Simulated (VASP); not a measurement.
Given:

```xyz
1
Lattice="0.0000 1.7766 1.7766 1.7766 0.0000 1.7766 1.7766 1.7766 0.0000" Properties=species:S:1:pos:R:3 pbc="T T T"
Cu     0.0000     0.0000     0.0000
```

The numbers are results of PBE GGA, VASP's PBE PAW potentials (set 64) (plane waves; VASP), not measurements. Settings: 300 eV cut-off, 21×21×21 Γ-centred mesh, Fermi-Dirac smearing of 0.10 eV, potentials Cu.

At this cut-off the stress carries a Pulay error, which pulls relaxed volumes low. Energy and stress use the plane-wave basis of the starting cell.

Question: The ions, cell shape and volume are relaxed. Give the cell that the relaxation ends in.

Answer: 
```xyz
1
Lattice="0.0000 1.7983 1.7983 1.7983 0.0000 1.7983 1.7983 1.7983 0.0000" Properties=species:S:1:pos:R:3 pbc="T T T"
Cu     0.0000     0.0000     0.0000
```
Space group Fm-3m (225), at a tolerance of 0.03 Å.

Question: How do energy and volume change from the first to the last step?

Answer: The energy (σ→0) changes by -10.0 meV/atom and the volume by +3.7 %, in 3 ionic steps.

```tsv
step	E(σ→0) (eV)	max force (eV/Å)	pressure (GPa)	volume (Å³)
1	-3.7006	0.000	8.04	11.21
2	-3.6953	0.000	-9.04	12.15
3	-3.7105	0.000	-0.02	11.63
```

The structure comes from a computed database's Cu entry; how it stands against other phases isn't given here. This run relaxes it. Symmetry was kept, so distortions that lower it aren't found. The run is one of a series of settings (EDIFFG = -0.01, IBRION = 2, ISIF = 3, NSW = 50 against the base run), some of them coarse on purpose.
